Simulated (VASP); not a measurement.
Cost and result of VASP (PAW) for the lattice constant a of PdIn (CsCl type). Static lattice. The cost counts the five points of the equation of state, each on the mesh and cut-off of its row, so the ratios hold those differences too. With PBE it took about 80 core-seconds. The timings are rough (shared machines, no repeats); factors under 2 mean little.

```csv
level,k-mesh,cut-off (eV),lattice constant a (Å),cost over PBE
LDA,11×11×11,520,3.218,within a factor of 2
PBEsol,11×11×11,520,___,within a factor of 2
PBE,11×11×11,520,3.305,reference
SCAN,11×11×11,520,3.259,about 6 times
r2SCAN,11×11×11,520,___,about 6 times
```

Question: Some entries are withheld; supply them.

Answer: 
- PBEsol, lattice constant a (Å): 3.248
- r2SCAN, lattice constant a (Å): 3.272

Left out are levels that failed, ran on another kind of processor or have no fit band path; at most nine are shown.

The compound is PdIn in the CsCl type structure.
